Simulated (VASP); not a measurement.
GaSb: single point with PBEsol

GaSb:

```
Ga Sb
1.0
     0.00000    3.05900    3.05900
     3.05900    0.00000    3.05900
     3.05900    3.05900    0.00000
Ga Sb
1 1
Direct
  0.00000 0.00000 0.00000
  0.25000 0.25000 0.25000
```

| Quantity | Value |
| --- | --- |
| Program | VASP 6.6.1 |
| Task | single point |
| Functional | PBEsol |
| Potentials or basis | VASP PAW PBE potentials, release 64 (Ga_d, Sb) |
| Cutoff | 520 eV |
| k mesh | 9 × 9 × 9 |
| Occupations | fermi-dirac, width 0.05 eV |
| Spin | no spin polarisation |

- Pressure: -0.1 GPa
- Band gap on the k mesh: none (metal or under the smearing width)

Levels at points of the mesh, in eV from the Fermi level:
```tsv
k point	band 7	band 8	band 9	band 10	band 11	band 12
(0.00, 0.00, 0.00)	-0.07	-0.06	-0.06	-0.06	2.70	2.70
```

Run time: 7.6 s on 4 MPI ranks on Intel(R) Xeon(R) Platinum 8559C (Emerald Rapids) (shared host), peak memory 0.19 GiB a rank.

The gap isn't set beside the measured one, since this odd mesh misses points on the zone boundary.

Caveat: the PAW data sets were made with another functional, which shifts forces and pressure a little; this crystal is a semiconductor, whose small gap the functional closes, so the metal is an error of the method. Spin-orbit coupling is left out, which matters for the levels of Sb.
